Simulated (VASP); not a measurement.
OSZICAR of a VASP run on Sm (relaxed from the beta-Sn structure, space group I4_1/amd):

OSZICAR:
```
       N       E                     dE             d eps       ncg     rms          rms(c)
DAV:   1     0.100798101477E+03    0.10080E+03   -0.97503E+03  3780   0.113E+03
DAV:   2    -0.608860556890E+02   -0.16168E+03   -0.16024E+03  4452   0.320E+02
DAV:   3    -0.640460943630E+02   -0.31600E+01   -0.31103E+01  5145   0.423E+01
DAV:   4    -0.640657094790E+02   -0.19615E-01   -0.19588E-01  4193   0.380E+00
DAV:   5    -0.640659747742E+02   -0.26530E-03   -0.26530E-03  5208   0.405E-01    0.501E+00
DAV:   6    -0.588516467340E+02    0.52143E+01   -0.11722E+00  3780   0.120E+01    0.227E+00
DAV:   7    -0.583442937913E+02    0.50735E+00   -0.71790E-01  3843   0.714E+00    0.777E-01
DAV:   8    -0.586179280822E+02   -0.27363E+00   -0.51360E-01  3808   0.638E+00    0.335E-01
DAV:   9    -0.587555122005E+02   -0.13758E+00   -0.43172E-01  3829   0.604E+00    0.268E-01
DAV:  10    -0.587575993364E+02   -0.20871E-02   -0.66775E-03  5348   0.715E-01    0.270E-01
DAV:  11    -0.587577609198E+02   -0.16158E-03   -0.30899E-04  4032   0.167E-01    0.240E-01
DAV:  12    -0.587465797191E+02    0.11181E-01   -0.32635E-03  4123   0.485E-01    0.189E-01
DAV:  13    -0.587451277922E+02    0.14519E-02   -0.56282E-04  4144   0.261E-01    0.189E-01
DAV:  14    -0.587459171698E+02   -0.78938E-03   -0.31331E-03  3927   0.578E-01    0.138E-01
DAV:  15    -0.587450513264E+02    0.86584E-03   -0.28124E-03  3892   0.454E-01    0.617E-02
DAV:  16    -0.587455534460E+02   -0.50212E-03   -0.20364E-04  4648   0.122E-01    0.725E-02
DAV:  17    -0.587458485481E+02   -0.29510E-03   -0.18394E-04  4494   0.117E-01    0.327E-02
DAV:  18    -0.587460193833E+02   -0.17084E-03   -0.15627E-04  4242   0.104E-01    0.137E-02
DAV:  19    -0.587460234926E+02   -0.41093E-05   -0.15255E-05  4851   0.410E-02    0.105E-02
DAV:  20    -0.587459956634E+02    0.27829E-04   -0.20260E-05  4130   0.311E-02    0.112E-02
DAV:  21    -0.587460083890E+02   -0.12726E-04   -0.53245E-06  3045   0.199E-02    0.801E-03
DAV:  22    -0.587459976228E+02    0.10766E-04   -0.56751E-06  4221   0.215E-02    0.883E-04
DAV:  23    -0.587460045215E+02   -0.68987E-05   -0.45591E-07  2247   0.804E-03    0.946E-04
DAV:  24    -0.587460023531E+02    0.21684E-05   -0.14921E-07  2163   0.386E-03    0.117E-04
DAV:  25    -0.587460032567E+02   -0.90360E-06   -0.16847E-08  2163   0.149E-03
   1 F= -.58746003E+02 E0= -.58746156E+02  d E =-.587460E+02
       N       E                     dE             d eps       ncg     rms          rms(c)
DAV:   1    -0.587461262653E+02   -0.12391E-03   -0.40826E-03  3815   0.667E-01    0.521E-02
DAV:   2    -0.587460292921E+02    0.96973E-04   -0.18653E-04  3892   0.123E-01    0.227E-02
DAV:   3    -0.587460109053E+02    0.18387E-04   -0.91801E-05  4291   0.913E-02    0.430E-03
DAV:   4    -0.587460098786E+02    0.10266E-05   -0.67148E-06  4235   0.268E-02    0.230E-03
DAV:   5    -0.587460069569E+02    0.29218E-05   -0.62910E-06  3990   0.271E-02    0.956E-04
DAV:   6    -0.587460088174E+02   -0.18606E-05   -0.23787E-06  2891   0.167E-02    0.204E-04
DAV:   7    -0.587460087143E+02    0.10319E-06   -0.11432E-07  2072   0.457E-03
   2 F= -.58746009E+02 E0= -.58746161E+02  d E =-.545755E-05
```

Question: Which electronic solver shows in the log?

Answer: It is blocked Davidson (ALGO = Normal, or the opening steps of other solvers). The INCAR had ALGO = Normal.

Question: Can the final energy be trusted as converged?

Answer: The run converged. It stopped with EDIFF = 1E-6, NELM = 100, NSW = 60 and EDIFFG = -0.01 after 2 ionic steps (r2SCAN meta-GGA, plane waves, VASP's PBE PAW potentials (set 64)). The 4f electrons are frozen in the core of the lanthanide potential, so 4f levels, which can set the real gap, and their magnetism are missing.

The structure was generated: Sm was put into the beta-Sn type (I4_1/amd), which need not be its known phase. This run relaxes it. Symmetry was kept, so distortions that lower it aren't found. The start is the result of an earlier pass.
